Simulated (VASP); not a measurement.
Input:

```yaml
crystal:
  lattice:
    - [0.00000, 2.03935, 2.03935]
    - [2.03935, 0.00000, 2.03935]
    - [2.03935, 2.03935, 0.00000]
  atoms:
    - { symbol: Ag, position: [0.00000, 0.00000, 0.00000] }
```

Calculation: PBE GGA with D4 dispersion, VASP's PBE PAW potentials (set 64) (plane waves; VASP 6.6.1). Run with 520 eV cut-off, Gaussian smearing of 0.050 eV, potentials Ag.

Question: Give the energies of bands 1 to 7 at the high-symmetry points, in eV from the Fermi level.

Answer: 
```csv
band,Γ,X,U,L,W
1,-7.86,-6.54,-6.10,-6.49,-5.78
2,-4.88,-6.39,-5.67,-4.91,-5.16
3,-4.88,-3.07,-4.16,-4.91,-5.16
4,-4.88,-2.83,-3.62,-3.04,-3.83
5,-3.84,-2.83,-3.11,-3.04,-2.83
6,-3.84,1.54,4.25,-0.47,5.92
7,15.98,6.72,5.22,3.57,5.92
```

It has no gap at this level: it comes out as a metal or semimetal.

The compound is Ag in the fcc structure. It was relaxed first.
